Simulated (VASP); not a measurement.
Energy against volume of FeAl (CsCl type). Level of theory: SCAN meta-GGA, VASP's PBE PAW potentials (set 64) (plane waves; VASP 6.6.1).

| V (Å³/atom) | E (eV/atom) |
|---|---|
| 10.678 | -13.13968 |
| 11.019 | -13.16230 |
| 11.360 | -13.16949 |
| 11.700 | -13.16350 |
| 12.041 | -13.14630 |

Q: Fit a third-order Birch-Murnaghan equation of state.

A: 
```yaml
volume_per_atom: 11.37 Å³/atom
bulk_modulus: 205 GPa
pressure_derivative_of_the_bulk_modulus: 4.33
lattice_constant_a: 2.833 Å
```

Measured: bulk modulus 152 GPa (computed value off by +35.0 %), as given by Yamada et al., (2019), arXiv:1910.09660; a 2.910 Å (computed value off by -2.6 %), as given by Yibo Liu et al., IUCrData (2023), doi:10.1107/s2414314623010659. The calculation is for a static lattice, while the measured bulk modulus, a hold thermal and zero-point effects, which are part of the difference.

The compound is FeAl in the CsCl type structure. It was relaxed first, which changed the volume by -8 %. The run is not spin-polarised, so no magnetic state was tried.
